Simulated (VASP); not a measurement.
Al2GaP3:

```
Al Ga P
1.0
     3.32843   -5.83493    0.02260
     3.47404    5.91901    0.08698
    -2.16535    0.00701    6.20519
Al Ga P
4 2 6
Cartesian
  3.4017 0.8749 0.1504
  1.1760 -3.0980 6.1762
  2.2464 -0.9296 3.2438
  2.2707 2.9169 3.2457
  1.2890 5.0674 6.2524
  2.3121 -4.9212 3.0486
  2.3713 -0.8811 5.3604
  -0.9993 1.0358 5.3372
  2.3382 2.9836 5.5533
  3.3294 1.0089 2.4517
  0.0871 -1.0678 2.3012
  3.4446 -2.8163 2.4221
```

The cell was built by a generator and needn't be a form met in nature.

| Property | Result |
| --- | --- |
| Program | VASP 6.6.1 |
| Task | relaxation of cell and atoms |
| Functional | PBE |
| Potentials or basis | VASP PAW PBE potentials, release 64 (Al, Ga_d, P) |
| Cutoff | 520 eV |
| k mesh | 3 × 3 × 3 |
| Occupations | gaussian, width 0.05 eV |
| Spin | no spin polarisation |

At the start: pressure 1.7 GPa; volume 20.78 Å³/atom.

**Question.** Where does the relaxation end?

**Answer.** Over 20 steps the energy falls by 99.1 meV/atom and the volume is 20.87 Å³/atom (+0.4 %); space group Cc (No. 9, to 0.05 Å).

Step by step:
```tsv
step	energy change (eV)	largest force (eV/Å)	pressure (GPa)	volume (Å³)
1	0.0000	3.7015	1.66	249.42
2	-0.7950	1.1423	-1.76	257.02
3	-0.8527	0.9218	-1.36	255.21
4	-1.0712	0.4856	0.12	249.93
5	-1.0861	0.5470	0.66	248.28
6	-1.1348	0.3213	-0.03	250.52
7	-1.1398	0.2792	-0.42	251.50
8	-1.1647	0.1717	0.00	250.49
9	-1.1684	0.1899	0.10	250.01
10	-1.1815	0.0993	0.03	250.20
11	-1.1841	0.0896	0.06	250.30
12	-1.1817	0.2020	-0.03	250.48
13	-1.1844	0.1015	-0.03	250.34
14	-1.1875	0.0730	0.03	250.22
15	-1.1875	0.0766	0.09	250.21
16	-1.1887	0.0421	-0.05	250.77
17	-1.1887	0.0407	-0.11	250.74
18	-1.1891	0.0488	-0.03	250.33
19	-1.1892	0.0503	0.04	250.35
20	-1.1895	0.0268	0.03	250.41
```

Final structure:
```xyz
12
Lattice="3.3681 -5.8383 0.0002 3.3718 5.8414 0.0059 -2.2453 -0.0004 6.3601" Properties=species:S:1:pos:R:3 pbc="T T T"
Al    1.1156    0.9458    6.3594
Al    1.1131   -2.9460    6.3542
Al    2.2346   -1.0010    3.1776
Al    2.2325    2.8917    3.1793
Ga    1.1178    4.8348    6.3605
Ga    2.2307   -4.8957    3.1766
P     2.2332   -0.9998    5.5607
P    -1.1299    0.9470    5.5643
P     2.2426    2.8867    5.5606
P     3.3533    0.9465    2.3819
P    -0.0123   -1.0075    2.3827
P     3.3583   -2.9443    2.3764
```

Caveat: an odd mesh through Γ misses points on the zone boundary, where band edges often lie.
